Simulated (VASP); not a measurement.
```
GaInN2
1.0
    3.35505     0.00000     0.00000
   -1.67753     2.90556     0.00000
    0.00000     0.00000     5.49437
In Ga N
1 1 2
Direct
  0.00000   0.00000   0.99744
  0.66667   0.33333   0.49584
  0.66667   0.33333   0.14600
  0.00000   0.00000   0.60233
```

These are PBEsol GGA, VASP's PBE PAW potentials (set 64) (plane waves; VASP) values and carry that method's errors. Run with 520 eV cut-off, Gaussian smearing of 0.050 eV, potentials In_d Ga_d N.

Unless said otherwise, spin-orbit coupling is left out, though it shifts the bands of the heavy elements here.

Problem. Give the energies of bands 13 to 21 at the high-symmetry points, in eV from the valence-band maximum.

Solution. 
```tsv
band	Γ	M	K	A	L	H
13	-6.69	-6.17	-5.53	-4.13	-6.49	-6.13
14	-1.24	-4.91	-4.93	-3.64	-5.80	-5.41
15	-1.24	-3.97	-4.67	-1.00	-2.25	-4.13
16	-0.33	-2.73	-2.95	-1.00	-2.21	-3.57
17	0.00	-2.19	-2.77	-0.26	-1.66	-1.83
18	0.00	-0.92	-2.43	-0.26	-1.52	-1.28
19	0.31	3.94	4.52	2.55	3.24	5.31
20	3.26	4.86	6.20	3.18	3.73	5.36
21	7.43	5.02	6.28	6.48	6.28	5.78
```

The gap is direct, 0.31 eV, from the valence maximum at Γ to the conduction minimum at Γ.

The structure comes from a computed database's InGaN2 entry (P3m1); how it stands against other phases isn't given here. It was relaxed first.
